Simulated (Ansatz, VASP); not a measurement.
# AgGeF3 in two plane-wave programs, part 2 of 3

Wanted: the spread between two codes on one cell, functional and k mesh. The cell is generated by rule, not measured, and may not be a known phase. Of the first pair: The cell is taken from a series of runs on this material, whose earlier steps may have relaxed, scaled, displaced or heated it; both programs get it as it stands.

VASP 6.6.1 and Ansatz 0.2.0.

So far: Set-up; Ansatz: relaxation of cell and atoms, PBEsol, pair 1.

## (3) VASP: relaxation of cell and atoms, PBEsol, pair 1

Level of this step: PBEsol; plane waves and PAW (Ag, Ge_d, F); invented cell (VASP).

The same cell, functional, mesh and smearing now go to VASP, with its own data sets.

Lines of VASP's logs that name or quote its potential files are left out, and so is its time.

Input file INCAR:

```
SYSTEM = AgGeF3
PREC = Accurate
ENCUT = 600
EDIFF = 1E-07
NELM = 120
ISMEAR = 1
SIGMA = 0.2
LREAL = .FALSE.
ALGO = Normal
GGA = PS
NBANDS = 29
LASPH = .TRUE.
LORBIT = 11
LWAVE = .FALSE.
LCHARG = .FALSE.
ISIF = 3
IBRION = 2
NSW = 80
EDIFFG = -0.005
GGA_COMPAT = .FALSE.
NELMIN = 4
KPAR = 2
```

Input file POSCAR:

```
AgGeF3
1.0
    4.2639970000      0.0000000000      0.0000000000
    0.0000000000      4.2639970000      0.0000000000
    0.0000000000      0.0000000000      4.2639970000
Ag Ge F
1 1 3
Direct
    0.0000000000      0.0000000000      0.0000000000
    0.5000001173      0.5000001173      0.5000001173
    0.5000001173      0.5000001173      0.0000000000
    0.5000001173      0.0000000000      0.5000001173
    0.0000000000      0.5000001173      0.5000001173
```

Input file KPOINTS:

```
Automatic mesh
0
Gamma
8 8 8
0 0 0
```

PAW data sets: Ag, Ge_d and F (PBE family, release 64).

Started as:

```console
mpirun -np 2 vasp_std
```

Numbers of over 12 decimals in the logs are rounded to 6 here.

The program printed:

```text
[banner, memory and clock lines left out]
running    2 mpi-ranks, on    1 nodes
 distrk:  each k-point on    1 cores,    2 groups
 distr:  one band on    1 cores,    1 groups

 POSCAR found type information on POSCAR AgGeF
 POSCAR found :  3 types and       5 ions
|                                                                             |
|               ----> ADVICE to this user running VASP <----                  |
|                                                                             |
|     You enforced a specific xc type in the INCAR file but a different       |
|     [... a line on the potential file left out ...]
|     I HOPE YOU KNOW WHAT YOU ARE DOING!                                     |
|                                                                             |

 LDA part: xc-table for (Slater+PW92), standard interpolation
 POSCAR, INCAR and KPOINTS ok, starting setup
 FFT: planning ... GRIDC
 FFT: planning ... GRID_SOFT
 FFT: planning ... GRID
 WAVECAR not read
 entering main loop
       N       E                     dE             d eps       ncg     rms          rms(c)
DAV:   1     0.519964893388E+03    0.51996E+03   -0.25642E+04  2513   0.326E+03
DAV:   2     0.495758341249E+02   -0.47039E+03   -0.44523E+03  2252   0.878E+02
DAV:   3    -0.197471780241E+02   -0.69323E+02   -0.67694E+02  2294   0.188E+02
DAV:   4    -0.231139564195E+02   -0.33668E+01   -0.33236E+01  2328   0.470E+01
DAV:   5    -0.231877837296E+02   -0.73827E-01   -0.73807E-01  2188   0.726E+00    0.819E+00
DAV:   6    -0.211246335232E+02    0.20632E+01   -0.75499E+00  2377   0.313E+01    0.375E+00
DAV:   7    -0.210609331477E+02    0.63700E-01   -0.48899E-01  2352   0.590E+00    0.195E+00
DAV:   8    -0.210226639963E+02    0.38269E-01   -0.12737E-01  2240   0.330E+00    0.508E-01
DAV:   9    -0.210200046753E+02    0.26593E-02   -0.15710E-02  2604   0.177E+00    0.150E-01
DAV:  10    -0.210203091571E+02   -0.30448E-03   -0.96111E-04  2238   0.260E-01    0.682E-02
DAV:  11    -0.210204161342E+02   -0.10698E-03   -0.97667E-05  2305   0.955E-02    0.916E-03
DAV:  12    -0.210204179446E+02   -0.18104E-05   -0.64480E-06  2632   0.327E-02    0.359E-03
DAV:  13    -0.210204180206E+02   -0.76013E-07   -0.10604E-06  2881   0.194E-02    0.979E-04
DAV:  14    -0.210204179358E+02    0.84849E-07   -0.17150E-07  1674   0.509E-03
   1 F= -.21020418E+02 E0= -.21021255E+02  d E =-.210204E+02
 curvature:   0.00 expect dE= 0.000E+00 dE for cont linesearch  0.000E+00
 trial: gam= 0.00000 g(F)=  0.000E+00 g(S)=  0.285E-03 ort = 0.000E+00 (trialstep = 0.100E+01)
 search vector abs. value=  0.285E-03
 bond charge predicted
       N       E                     dE             d eps       ncg     rms          rms(c)
DAV:   1    -0.210252159930E+02   -0.47980E-02   -0.76746E-02  2499   0.348E+00    0.509E-01
DAV:   2    -0.210210511883E+02    0.41648E-02   -0.14650E-02  2165   0.102E+00    0.127E-01
DAV:   3    -0.210206900685E+02    0.36112E-03   -0.60014E-04  2354   0.644E-01    0.770E-02
DAV:   4    -0.210205846608E+02    0.10541E-03   -0.21084E-04  2697   0.300E-01    0.378E-02
DAV:   5    -0.210205760268E+02    0.86340E-05   -0.66944E-05  2716   0.119E-01    0.128E-02
DAV:   6    -0.210205725721E+02    0.34547E-05   -0.14541E-05  2841   0.798E-02    0.263E-03
DAV:   7    -0.210205729920E+02   -0.41993E-06   -0.17571E-06  2553   0.193E-02    0.198E-03
DAV:   8    -0.210205730384E+02   -0.46311E-07   -0.17620E-07  1553   0.513E-03
   2 F= -.21020573E+02 E0= -.21021371E+02  d E =-.155103E-03
 trial-energy change:   -0.000155  1 .order   -0.000171   -0.000285   -0.000056
 step:   1.2442(harm=  1.2442)  dis= 0.00000  next Energy=   -21.020596 (dE=-0.178E-03)
 reached required accuracy - stopping structural energy minimisation
```

OUTCAR, selected parts (step 3):

```text
ion  position               nearest neighbor table
   1  0.000  0.000  0.000-
   2  0.500  0.500  0.500-   3 2.13   4 2.13   5 2.13   3 2.13   4 2.13   5 2.13
   3  0.500  0.500  0.000-   2 2.13   2 2.13
   4  0.500  0.000  0.500-   2 2.13   2 2.13
   5  0.000  0.500  0.500-   2 2.13   2 2.13

  LATTYP: Found a simple cubic cell.
 ALAT       =     4.2639970000

 Subroutine GETGRP returns: Found 48 space group operations
 (whereof 48 operations were pure point group operations)

The static configuration has the point symmetry O_h .

 Found     35 irreducible k-points:

   k-points           NKPTS =     35   k-points in BZ     NKDIM =     35   number of bands    NBANDS=     29

   dimension x,y,z NGX =    36 NGY =   36 NGZ =   36
   dimension x,y,z NGXF=    72 NGYF=   72 NGZF=   72

   ENCUT  =  600.0 eV  44.10 Ry    6.64 a.u.   8.52  8.52  8.52*2*pi/ulx,y,z

   NELECT =      46.0000    total number of electrons

 k-points in reciprocal lattice and weights: Automatic mesh
   0.00000000  0.00000000  0.00000000       0.002
   0.12500000  0.00000000  0.00000000       0.012
   0.25000000  0.00000000  0.00000000       0.012
   0.37500000  0.00000000  0.00000000       0.012
   0.50000000  0.00000000  0.00000000       0.006
   0.12500000  0.12500000  0.00000000       0.023
   0.25000000  0.12500000  0.00000000       0.047
   0.37500000  0.12500000  0.00000000       0.047
   0.50000000  0.12500000  0.00000000       0.023
[...]
0.50000000  0.50000000  0.37500000       0.012
   0.50000000  0.50000000  0.50000000       0.002

 average (electrostatic) potential at core
       1 -74.9451       2 -75.7393       3 -76.7495       4 -76.7495       5 -76.7495

 E-fermi :   3.5083

 k-point     1 :       0.0000    0.0000    0.0000
  band No.  band energies     occupation
    ...
     20      -0.4626      2.00000
     21      -0.3081      2.00000
     22      -0.3081      2.00000
     23      -0.3081      2.00000
     24       2.9129      2.00021
     25       9.7648      0.00000
     26       9.7648      0.00000
     27       9.7648      0.00000
     28      12.9011      0.00000
     29      12.9011      0.00000

 k-point     2 :       0.1250    0.0000    0.0000
  band No.  band energies     occupation
    ...
     20      -0.3793      2.00000
     21      -0.3066      2.00000
     22      -0.2439      2.00000
     23      -0.2439      2.00000
     24       3.0923      2.01225
     25       9.2675      0.00000
     26       9.7809      0.00000
     27       9.7809      0.00000
     28      12.0023      0.00000
     29      12.4963      0.00000

 k-point     3 :       0.2500    0.0000    0.0000
  band No.  band energies     occupation
    ...
     20      -0.2172      2.00000
     21      -0.1059      2.00000
     22      -0.1059      2.00000
     23       0.0441      2.00000
     24       3.5502      0.65349
     25       8.2976      0.00000
     26       9.8384      0.00000
     27       9.8384      0.00000
     28      10.6619      0.00000
     29      11.6297      0.00000

  Total       -0.0194921     -0.0194921     -0.0194921     -0.0000000      0.0000000      0.0000000
  in kB       -0.4039872     -0.4039872     -0.4039872     -0.0000000      0.0000000      0.0000000
  external PRESSURE =      -0.4039872 kB  Pullay stress =       0.0000000 kB

  energy-cutoff  :      600.00
  volume of cell :       77.30
      direct lattice vectors                 reciprocal lattice vectors
     4.259911601  0.000000000  0.000000000     0.234746655 -0.000000000 -0.000000000
     0.000000000  4.259911601  0.000000000    -0.000000000  0.234746655  0.000000000
     0.000000000 -0.000000000  4.259911601    -0.000000000 -0.000000000  0.234746655

 POSITION                                       TOTAL-FORCE (eV/Angst)
 -----------------------------------------------------------------------------------
      0.00000      0.00000      0.00000         0.000000     -0.000000      0.000000
      2.12996      2.12996      2.12996        -0.000000      0.000000      0.000000
      2.12996      2.12996      0.00000         0.000000     -0.000000      0.000000
      2.12996      0.00000      2.12996        -0.000000      0.000000      0.000000
      0.00000      2.12996      2.12996        -0.000000      0.000000      0.000000
 -----------------------------------------------------------------------------------
    total drift:                               -0.002302     -0.002302     -0.002302

  FREE ENERGIE OF THE ION-ELECTRON SYSTEM (eV)
  ---------------------------------------------------
  free  energy   TOTEN  =       -21.0205730384 eV

  energy  without entropy=      -21.0229674487  energy(sigma->0) =      -21.02137118

 reached required accuracy - stopping structural energy minimisation

 total charge
# of ion       s       p       d       tot
------------------------------------------
    1        0.109   0.040   9.405   9.554
    2        1.402   0.541  10.101  12.043
    3        1.747   4.286   0.000   6.034
    4        1.747   4.286   0.000   6.034
    5        1.747   4.286   0.000   6.034
--------------------------------------------------
tot          6.753  13.439  19.505  39.698

[... 3 further parts left out ...]
```

CONTCAR:

```
AgGeF3
   1.00000000000000
     4.2599116012619049    0.0000000000000000    0.0000000000000000
     0.0000000000000000    4.2599116012619049    0.0000000000000000
     0.0000000000000000   -0.0000000000000000    4.2599116012619049
  Ag              Ge              F
     1     1     3
Direct
     0.0000000000000000    0.0000000000000000    0.0000000000000000
     0.5000001172999973    0.5000001172999973    0.5000001172999973
     0.5000001172999973    0.5000001172999973    0.0000000000000000
     0.5000001172999973    0.0000000000000000    0.5000001172999973
     0.0000000000000000    0.5000001172999973    0.5000001172999973
```

## (4) Comparison

Known differences besides the potentials themselves: the data sets hold 54 valence electrons in Ansatz (on its PAW soft_1 files) and 46 in VASP; the cutoff is 420 eV in Ansatz and 600 eV in VASP; Ansatz makes its cores anew for this functional, VASP keeps those of its PBE data sets; Ansatz adds a Pulay correction to the stress that steers its cell, VASP none. Total energies have different zeros and are not compared.

The two programs side by side:

```csv
quantity,Ansatz,VASP,difference
volume (Å³),77.53,77.30,+0.29 %
"edge a after relaxation, in the typed setting (Å)",4.264,4.260,+0.10 %
```

## (5) VASP: relaxation of cell and atoms, PBEsol, pair 2

The relaxed volume is the usual yardstick between codes: in a stiff, nearly cubic crystal its relative difference is about their pressure difference at one cell divided by the bulk modulus. Its start cell is another than that of the pair before, and may be another structure of the material.

INCAR: that of step 3 with these lines changed.

```diff
@@ -5,4 +5,4 @@
 NELM = 120
-ISMEAR = 1
-SIGMA = 0.2
+ISMEAR = 0
+SIGMA = 0.01
 LREAL = .FALSE.
@@ -21,2 +21,3 @@
 NELMIN = 4
+EFERMI = MIDGAP
 KPAR = 2
```

Input file POSCAR:

```
AgGeF3
1.0
    4.3305865443      0.0000000000      0.0000000000
    0.0000000000      4.3305865443      0.0000000000
    0.0000000000      0.0000000000      4.9175079264
Ag Ge F
1 1 3
Direct
    0.0000000000      0.0000000000      0.1716444077
    0.4999998850      0.4999998850      0.4651204488
    0.4999998850      0.0000000000      0.3943263476
    0.4999998850      0.4999998850      0.0887925296
    0.0000000000      0.4999998850      0.3943263476
```

Input file KPOINTS:

```
Automatic mesh
0
Gamma
6 6 6
0 0 0
```

Started as:

```console
mpirun -np 2 vasp_std
```

The program printed:

```text
[banner, memory and clock lines left out]
running    2 mpi-ranks, on    1 nodes
[...]
[... a notice as in an earlier step ...]

 LDA part: xc-table for (Slater+PW92), standard interpolation
 POSCAR, INCAR and KPOINTS ok, starting setup
[...]
entering main loop
       N       E                     dE             d eps       ncg     rms          rms(c)
DAV:   1     0.517837256075E+03    0.51784E+03   -0.25167E+04  2914   0.308E+03
DAV:   2     0.502812702439E+02   -0.46756E+03   -0.44354E+03  2595   0.856E+02
DAV:   3    -0.199921589746E+02   -0.70273E+02   -0.69320E+02  2600   0.188E+02
DAV:   4    -0.235347504861E+02   -0.35426E+01   -0.35328E+01  2631   0.500E+01
[...]
DAV:  14    -0.215363800618E+02   -0.47901E-07   -0.21057E-06  3015   0.185E-02    0.305E-03
DAV:  15    -0.215363805093E+02   -0.44755E-06   -0.22272E-06  2826   0.153E-02    0.211E-03
DAV:  16    -0.215363804762E+02    0.33122E-07   -0.34393E-07  2283   0.858E-03
   1 F= -.21536380E+02 E0= -.21536380E+02  d E =-.215364E+02
[... from here on, the cycles between the ionic steps are left out ...]
   2 F= -.21536389E+02 E0= -.21536389E+02  d E =-.873013E-05
   3 F= -.21536389E+02 E0= -.21536389E+02  d E =-.871912E-05
   4 F= -.21536397E+02 E0= -.21536397E+02  d E =-.754317E-05
 trial-energy change:   -0.000008  1 .order   -0.000007   -0.000009   -0.000004
 step:   1.3871(harm=  1.8773)  dis= 0.00048  next Energy=   -21.536398 (dE=-0.839E-05)
 reached required accuracy - stopping structural energy minimisation
```

OUTCAR, selected parts (step 5):

```text
  Total       -0.0099415     -0.0099415      0.0113981      0.0000000      0.0000000      0.0000000
  in kB       -0.1725355     -0.1725355      0.1978148      0.0000000      0.0000000      0.0000000
  external PRESSURE =      -0.0490854 kB  Pullay stress =       0.0000000 kB

 POSITION                                       TOTAL-FORCE (eV/Angst)
 -----------------------------------------------------------------------------------
      0.00000      4.33164      0.84423         0.000000     -0.000000      0.001665
      2.16582      2.16582      2.28786         0.000000     -0.000000     -0.003648
      2.16582      4.33164      1.94045         0.000000     -0.000000     -0.000005
      2.16582      2.16582      0.43719         0.000000     -0.000000      0.001992
      0.00000      2.16582      1.94045         0.000000      0.000000     -0.000005
 -----------------------------------------------------------------------------------
    total drift:                                0.002243      0.002243     -0.000488

  FREE ENERGIE OF THE ION-ELECTRON SYSTEM (eV)
  ---------------------------------------------------
  free  energy   TOTEN  =       -21.5363967385 eV

  energy  without entropy=      -21.5363967385  energy(sigma->0) =      -21.53639674

[... 1 part as in an earlier step ...]

[... 3 further parts left out ...]
[key lines of the parts left out:]
E-fermi :   1.8682
```

## (6) Ansatz: relaxation of cell and atoms, PBEsol, pair 2

Its own start cell and the same functional and mesh now go to Ansatz, which takes its cutoff from its data sets.

The two relaxations start from unlike cells of this crystal, so only their ends are compared.

Input file input.yaml:

```yaml
crystal:
  lattice:
    - [4.3463746893, 0.0, 0.0]
    - [0.0, 4.3463746893, 0.0]
    - [0.0, 0.0, 5.1047206831]
  atoms:
    - { symbol: Ag, position: [0.0, 0.0, 0.1803654101] }
    - { symbol: Ge, position: [0.5, 0.5, 0.4562933154] }
    - { symbol: F, position: [0.5, 0.0, 0.3905880059] }
    - { symbol: F, position: [0.5, 0.5, 0.096375384] }
    - { symbol: F, position: [0.0, 0.5, 0.3905880059] }
kpoints:
  mp_grid: { grid: [6, 6, 6] }
hamiltonian:
  xc: pbesol
  pseudopotentials: { kind: paw, azcp: { folder: soft_1 }, xc_functional: pbe }
scf:
  occupations: { method: fixed }
output:
  forces: true
  stress: true
  eigenvalues: true
relax:
  adjacent_minimum: "off"
  f_tol: 0.001
  max_steps: 60
  cell: { stress_tol: 0.01 }
```

Started as:

```console
ansatz run input.yaml --threads 4 --pin off --max-ram 16384MiB --backend cpu --events-out ev --progress --plain --runs-dir out
```

The program printed:

```text
[...]
Crystal: 5 atoms, lattice volume = 96.433 Å³
Basis set: ecut = 420 eV, 1921 PW (Γ), exchange–correlation on 60×60×72 points (8 copies of the dense FFT grid, shifted against one another)
Bands: 33, of which v1, the nominal top of the filled ones, is band 27 counted from 1 (26 counted from 0)
Symmetry: 8 space group operations
[...]
k-points: 40 of 216 (time reversal used)
[...]
--- Relaxed structure (3 steps of the walk, 3 accepted, 1 SCFs on fresh bases) ---
[...]
cell:  # Å, volume = 96.5751 Å³
    - [4.345903, 0.0, 0]
    - [0.0, 4.345903, 0.0]
    - [0, 0.0, 5.113348]
  atoms:
    - { symbol: Ag, position: [0, 0.0, 0.180510] }
    - { symbol: Ge, position: [0.5, 0.5, 0.456082] }
    - { symbol: F, position: [0.5, 0.0, 0.390425] }
    - { symbol: F, position: [0.5, 0.5, 0.096768] }
    - { symbol: F, position: [0, 0.5, 0.390425] }
[key lines of the parts left out:]
SCF converged after 7 iterations
Free energy (F): -14176.156978 eV
Fermi energy:    3.646989 eV
P = ⅓ Tr σ = 0.0035 GPa (0.035 kbar)
```

## (7) Side by side

What differs besides the data sets and the points named for the pairs above, as far as they apply: fixed occupations in Ansatz, narrow Gaussian smearing in VASP; the data sets hold 54 valence electrons in Ansatz (on its PAW soft_1 files) and 46 in VASP. Total energies have different zeros and are not compared.

Both answers:

```csv
quantity,Ansatz,VASP,difference
volume (Å³),96.58,92.32,+4.61 %
"edge a after relaxation, in the typed setting (Å)",4.346,4.332,+0.33 %
"edge c after relaxation, in the typed setting (Å)",5.113,4.920,+3.92 %
```

## (8) Ansatz: relaxation of cell and atoms, PBEsol, pair 3

The relaxed volume is the usual yardstick between codes: in a stiff, nearly cubic crystal its relative difference is about their pressure difference at one cell divided by the bulk modulus. This pair takes another cell of the material, with 10 atoms against 5 for the pair before.

The cell is taken from a series of runs on this material, whose earlier steps may have relaxed, scaled, displaced or heated it; both programs get it as it stands.

input.yaml, the sections that differ from step 6:

```yaml
crystal:
  lattice:
    - [8.411074798, 0.0, 0.0]
    - [0.0, 4.2520943359, 0.0]
    - [0.0, 0.0, 4.4835581175]
  atoms:
    - { symbol: Ag, position: [0.0, 0.0, 0.0] }
    - { symbol: Ag, position: [0.5, 0.0, 0.0] }
    - { symbol: Ge, position: [0.25, 0.5, 0.5607461923] }
    - { symbol: Ge, position: [0.75, 0.5, 0.4392538077] }
    - { symbol: F, position: [0.0, 0.5, 0.5] }
    - { symbol: F, position: [0.5, 0.5, 0.5] }
    - { symbol: F, position: [0.25, 0.5, 0.9878901839] }
    - { symbol: F, position: [0.75, 0.5, 0.0121098161] }
    - { symbol: F, position: [0.25, 0.0, 0.6957446344] }
    - { symbol: F, position: [0.75, 0.0, 0.3042553656] }
kpoints:
  mp_grid: { grid: [4, 8, 8] }
scf:
  occupations: { method: methfessel_paxton, width: 0.2 }
# hamiltonian, output, relax: as in step 6
```

The program printed:

```text
[...]
Crystal: 10 atoms, lattice volume = 160.353 Å³
Basis set: ecut = 420 eV, 3133 PW (Γ), exchange–correlation on 120×60×60 points (8 copies of the dense FFT grid, shifted against one another)
Bands: 65, of which v1, the nominal top of the filled ones, is band 54 counted from 1 (53 counted from 0)
Symmetry: 8 space group operations
[...]
k-points: 75 of 256
[...]
atoms:
    - { symbol: Ag, position: [0, 0, 0] }
    - { symbol: Ag, position: [0.5, 0, 0] }
    - { symbol: Ge, position: [0.25, 0.5, 0.560772] }
    - { symbol: Ge, position: [0.750000, 0.5, 0.439228] }
    - { symbol: F, position: [0, 0.5, 0.5] }
    - { symbol: F, position: [0.5, 0.5, 0.5] }
    - { symbol: F, position: [0.25, 0.5, 0.987840] }
    - { symbol: F, position: [0.750000, 0.5, 0.012160] }
    - { symbol: F, position: [0.25, 0, 0.695750] }
    - { symbol: F, position: [0.750000, 0, 0.304250] }
[key lines of the parts left out:]
SCF converged after 6 iterations
Free energy (F): -28351.579863 eV
Fermi energy:    7.083797 eV
P = ⅓ Tr σ = 0.0021 GPa (0.021 kbar)
```

(Continued in part 3 of 3.)

[Lines on the potential files, build, host, timing and source positions are cut from VASP's logs without a mark.]

[Logs are printed without paths, hosts, clocks, repeated set-up lines and the standing remarks that a program may print on its own settings, such as how far it seeks lower states.]

[Hosts, paths, dates, database ids (printed as entryN), source tags and the programs' standing remarks are cut or masked in the printed files.]
